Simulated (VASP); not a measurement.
AgB2:

```xyz
3
Lattice="3.0000 0.0000 0.0000 -1.5000 2.5981 0.0000 0.0000 0.0000 3.2400" Properties=species:S:1:pos:R:3 pbc="T T T"
Ag    0.0000    0.0000    0.0000
B     1.5000    0.8660    1.6200
B     0.0000    1.7321    1.6200
```

| Item | Value |
| --- | --- |
| Program | VASP 6.6.1 |
| Task | relaxation of cell and atoms |
| Functional | BLYP |
| Potentials or basis | VASP PAW PBE potentials, release 64 (Ag, B) |
| Cutoff | 600 eV |
| k mesh | 10 × 10 × 8 |
| Occupations | fermi-dirac, width 0.05 eV |
| Spin | no spin polarisation |

At the start: pressure 64.4 GPa; volume 8.42 Å³/atom.

Question: How do energy, volume and symmetry change on relaxing?

Answer: Over 9 steps the energy falls by 630.1 meV/atom and the volume is 11.41 Å³/atom (+35.5 %); space group P6/mmm (No. 191, to 0.05 Å).

Step by step:
```csv
step,energy change (eV),largest force (eV/Å),pressure (GPa),volume (Å³)
1,0.0000,0.0000,64.43,25.25
2,-1.0641,0.0000,-18.17,39.65
3,-1.4022,0.0000,-3.32,33.42
4,-1.7238,0.0000,-0.72,33.24
5,-1.8255,0.0000,9.15,32.51
6,-1.8677,0.0000,4.72,32.82
7,-1.8674,0.0000,5.23,32.78
8,-1.8878,0.0000,-1.48,34.71
9,-1.8902,0.0000,0.08,34.22
```

Final structure:
```
Ag B
1.0
     3.02644    0.00000    0.00000
    -1.51322    2.62098    0.00000
     0.00000    0.00000    4.31405
Ag B
1 2
Direct
  0.00000 0.00000 0.00000
  0.66667 0.33333 0.50000
  0.33333 0.66667 0.50000
```

Caveat: the volume moved by over 15 % at a fixed basis, so the end points are rough; the PAW data sets were made with another functional, which shifts forces and pressure a little.
